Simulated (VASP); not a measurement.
## Rh: single point with PBE

Rh:

```xyz
1
Lattice="0.0000 1.9148 1.9148 1.9148 0.0000 1.9148 1.9148 1.9148 0.0000" Properties=species:S:1:pos:R:3 pbc="T T T"
Rh    0.0000    0.0000    0.0000
```

* Program: VASP 6.6.1
* Task: single point
* Functional: PBE
* Potentials or basis: VASP PAW PBE potentials, release 64 (Rh_pv)
* Cutoff: 450 eV
* k mesh: 20 × 20 × 20
* Occupations: methfessel-paxton, width 0.1 eV
* Spin: no spin polarisation

```
Pressure               : -0.1 GPa
Band gap on the k mesh : none (metal or under the smearing width)
```

Levels at points of the mesh, in eV from the Fermi level:
```tsv
k point	band 4	band 5	band 6	band 7	band 8	band 9	band 10	band 11
(0.00, 0.00, 0.00)	-7.81	-2.98	-2.98	-2.98	-0.97	-0.97	16.00	20.60
(0.50, 0.00, 0.00)	-5.95	-3.06	-3.06	0.54	0.54	0.75	8.42	15.50
(0.50, 0.50, 0.00)	-6.12	-5.76	0.51	0.94	0.94	3.23	12.00	13.19
```

Wall time 5.1 s on 4 MPI ranks on Intel(R) Xeon(R) 6975P-C (Granite Rapids) (shared host), peak memory 0.15 GiB a rank.
